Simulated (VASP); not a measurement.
Here is the system:

```xyz
4
Lattice="1.6575 -5.5668 0.0000 1.6575 5.5668 0.0000 0.0000 0.0000 4.5437" Properties=species:S:1:pos:R:3 pbc="T T T"
P      1.6575     4.5082     4.1520
P      1.6575     1.0586     1.8801
P      1.6575    -1.0586     2.6636
P      1.6575    -4.5082     0.3918
```

All values below come from PBE GGA, VASP's PBE PAW potentials (set 64) (plane waves; VASP 6.6.1). Numerical set-up: 520 eV cut-off, Gaussian smearing of 0.050 eV, potentials P.

Without a dispersion term in the relaxation, distances and binding between the weakly bound layers, chains or molecules are unreliable, and so is what depends on them.

### Question
Give the energies of bands 4 to 13 at the high-symmetry points, in eV from the valence-band maximum.

### Answer

```csv
band,Γ,Y,C0,Z,A0,T,S,R
4,-6.55,-5.90,-9.24,-8.76,-10.20,-9.20,-9.97,-10.32
5,-4.96,-5.43,-5.58,-4.23,-5.96,-3.10,-5.37,-5.47
6,-4.79,-5.39,-5.16,-4.23,-5.96,-3.10,-5.37,-5.47
7,-3.88,-3.96,-3.53,-3.08,-4.67,-2.77,-3.27,-5.24
8,-2.67,-2.23,-3.28,-3.08,-4.67,-2.77,-3.27,-5.24
9,-2.37,-1.60,-2.51,-1.54,-1.66,-1.82,-2.54,-1.76
10,-1.08,0.00,-2.36,-1.54,-1.66,-1.82,-2.54,-1.76
11,0.73,0.12,0.77,1.51,1.84,1.49,0.75,1.78
12,1.16,0.94,0.92,1.51,1.84,1.49,0.75,1.78
13,2.02,2.20,1.25,2.90,3.36,2.56,1.50,3.50
```

The gap is direct, 0.12 eV, from the valence maximum at Y to the conduction minimum at Y.

Measured: gap 0.35 eV (computed value off by -0.23 eV), as given by Das et al., (2018), arXiv:1807.05623.

The compound is P in the black structure. It was relaxed first, which changed the volume by +10 %.
